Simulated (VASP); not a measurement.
Computed with PBE GGA, VASP's PBE PAW potentials (set 64) (plane waves; VASP 6.6.1).

The input files of a VASP run:

### INCAR
```
SYSTEM = HfO2
PREC = Accurate
ENCUT = 520
EDIFF = 1E-6
NELM = 100
ALGO = Normal
LREAL = .FALSE.
LASPH = .TRUE.
ISMEAR = 0
SIGMA = 0.05
GGA = PE
LMAXMIX = 6
LWAVE = .FALSE.
LCHARG = .FALSE.
ISIF = 2
```

### POSCAR
```
HfO2
3.5921020
  0.0000000000   0.7071068695   0.7071068695
  0.7071068695   0.0000000000   0.7071068695
  0.7071068695   0.7071068695   0.0000000000
Hf O
1 2
direct
  0.0000000000   0.0000000000   0.0000000000
  0.2500000000   0.2500000000   0.2500000000
  0.7500000000   0.7500000000   0.7500000000
```

### KPOINTS
```
Regular mesh
0
gamma
  8 8 8
```

POTCAR, in this order: Hf_pv O (PBE.64 set). Program: vasp_std.

Output of the run:

OSZICAR:
```
       N       E                     dE             d eps       ncg     rms          rms(c)
DAV:   1     0.102737867112E+03    0.10274E+03   -0.12980E+04   870   0.145E+03
DAV:   2    -0.320840825289E+02   -0.13482E+03   -0.13279E+03  1129   0.327E+02
DAV:   3    -0.360123372722E+02   -0.39283E+01   -0.39254E+01  1094   0.543E+01
DAV:   4    -0.360361579201E+02   -0.23821E-01   -0.23816E-01  1115   0.460E+00
DAV:   5    -0.360363546515E+02   -0.19673E-03   -0.19673E-03  1073   0.375E-01    0.476E+01
DAV:   6    -0.303819477820E+02    0.56544E+01   -0.30227E+01   968   0.387E+01    0.427E+01
DAV:   7    -0.302843371049E+02    0.97611E-01   -0.78820E-01  1052   0.828E+00    0.289E+01
DAV:   8    -0.302597107050E+02    0.24626E-01   -0.23960E-01  1087   0.514E+00    0.611E+00
DAV:   9    -0.302479173723E+02    0.11793E-01   -0.45943E-02  1066   0.195E+00    0.168E+00
DAV:  10    -0.302479883520E+02   -0.70980E-04   -0.47128E-03  1143   0.540E-01    0.298E-01
DAV:  11    -0.302479589705E+02    0.29381E-04   -0.30631E-04  1052   0.145E-01    0.220E-01
DAV:  12    -0.302479703995E+02   -0.11429E-04   -0.55009E-05  1137   0.560E-02    0.547E-02
DAV:  13    -0.302479713343E+02   -0.93481E-06   -0.19410E-06   981   0.116E-02
   1 F= -.30247971E+02 E0= -.30247971E+02  d E =-.252309E-11
```

**OUTCAR**
```
------------------------ aborting loop because EDIFF is reached ----------------------------------------
  FORCE on cell =-STRESS in cart. coord.  units (eV):
  Direction    XX          YY          ZZ          XY          YZ          ZX
  --------------------------------------------------------------------------------------
  Total       -0.2283596     -0.2283596     -0.2283596      0.0000000      0.0000000     -0.0000000
  in kB      -11.1634581    -11.1634581    -11.1634581      0.0000000      0.0000000     -0.0000000
  external PRESSURE =     -11.1634581 kB  Pullay stress =       0.0000000 kB
  volume of cell :       32.77
      direct lattice vectors                 reciprocal lattice vectors
     0.000000000  2.540000000  2.540000000    -0.196850394  0.196850394  0.196850394
     2.540000000  0.000000000  2.540000000     0.196850394 -0.196850394  0.196850394
     2.540000000  2.540000000  0.000000000     0.196850394  0.196850394 -0.196850394
 POSITION                                       TOTAL-FORCE (eV/Angst)
 -----------------------------------------------------------------------------------
      0.00000      0.00000      0.00000        -0.000000     -0.000000     -0.000000
      1.27000      1.27000      1.27000        -0.000000     -0.000000     -0.000000
      3.81000      3.81000      3.81000         0.000000      0.000000      0.000000
 -----------------------------------------------------------------------------------
    total drift:                                0.000000      0.000000      0.000000
  FREE ENERGIE OF THE ION-ELECTRON SYSTEM (eV)
  ---------------------------------------------------
  free  energy   TOTEN  =       -30.2479713343 eV

  energy  without entropy=      -30.2479713343  energy(sigma->0) =      -30.24797133
```
(Selected blocks of OUTCAR.)

OUTCAR:
```
 val. band max:        4.2288259964   @ k =   0.5000   0.5000   0.0000

 cond. band min:       8.0140151358   @ k =   0.5000   0.5000   0.0000


 Fermi energy:         4.4409446393

 k-point     1 :       0.0000    0.0000    0.0000
  band No.  band energies     occupation
      1     -25.4865      2.00000
      2     -25.4865      2.00000
      3     -25.4865      2.00000
      4     -14.4668      2.00000
      5     -11.4630      2.00000
      6      -1.0775      2.00000
      7      -1.0775      2.00000
      8      -1.0775      2.00000
      9       3.6248      2.00000
     10       3.6248      2.00000
     11       3.6248      2.00000
     12       8.0948      0.00000
     13       8.0948      0.00000
     14      10.0180      0.00000
     15      14.5761      0.00000

 k-point     2 :       0.1250    0.0000    0.0000
  band No.  band energies     occupation
      1     -25.5520      2.00000
      2     -25.4936      2.00000
      3     -25.4936      2.00000
      4     -14.2617      2.00000
      5     -11.6302      2.00000
      6      -0.9281      2.00000
      7      -0.9281      2.00000
      8      -0.6668      2.00000
      9       3.1674      2.00000
     10       3.3437      2.00000
     11       3.3437      2.00000
     12       8.3798      0.00000
     13       8.3798      0.00000
     14      10.6306      0.00000
     15      13.8899      0.00000

 k-point     3 :       0.2500    0.0000    0.0000
  band No.  band energies     occupation
      1     -25.7041      2.00000
      2     -25.5108      2.00000
      3     -25.5108      2.00000
      4     -13.7751      2.00000
      5     -11.9691      2.00000
      6      -0.5585      2.00000
      7      -0.5585      2.00000
      8       0.2907      2.00000
      9       2.2640      2.00000
     10       2.8279      2.00000
     11       2.8279      2.00000
     12       8.8071      0.00000
     13       8.8071      0.00000
     14      11.2560      0.00000
     15      13.3940      0.00000
...
```

Unless said otherwise, spin-orbit coupling is left out, though it shifts the bands of the heavy elements here.

The compound is HfO2 in the fluorite structure, the high-temperature cubic form, which is unstable at 0 K; the monoclinic form is the stable one. The cell was not relaxed at this level.
